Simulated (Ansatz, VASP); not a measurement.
**Two plane-wave programs on MgBe2S3**

```
Mg Be S
1.0
     3.57054    0.00000    0.00000
     0.00000    3.57054    0.00000
     0.00000    0.00000    7.86597
Mg Be S
1 2 3
Direct
  0.00000 0.00000 0.00000
  0.00000 0.50000 0.73761
  0.50000 0.00000 0.26239
  0.50000 0.50000 0.00000
  0.00000 0.50000 0.37863
  0.50000 0.00000 0.62137
```

Change from the starting cell: species swapped into the Zr2CuSb3 type (P-4m2, No. 115).

Alike in both runs: task single point; functional PBE; k mesh 6 × 6 × 2; occupations gaussian, width 0.1 eV; no spin polarisation.

```csv
,VASP,Ansatz
version,VASP 6.6.1,Ansatz 0.2.0
potentials or method,"VASP PAW PBE potentials, release 64 (Mg, Be, S)","scalar-relativistic, plane waves, PAW"
plane-wave cutoff (eV),520,420
valence electrons in the cell,24,32
```

|  | VASP | Ansatz | Ansatz less VASP |
| --- | --- | --- | --- |
| gap on the k mesh at the Fermi level (eV) | none | none | - |
| pressure (GPa) | -8.5 | -8.4 | +0.12 |
| largest component of the traceless stress (GPa) | 2.68 | 2.63 | -0.046 |
| rms of the force components (eV/Å) | 1.059 | 1.060 | +0.0008 |

Atom by atom the forces differ by 0.002 eV/Å (rms over components). A gap of «none» marks a metal or a gap that the smearing closes. The two sets of potentials don't hold the same shells in valence.

Caveats: the k mesh is coarse (spacing up to 0.40 Å⁻¹), so the values aren't converged; forces of over 1 eV/Å show positions far from the minimum, so gaps and moduli don't describe the material at rest.
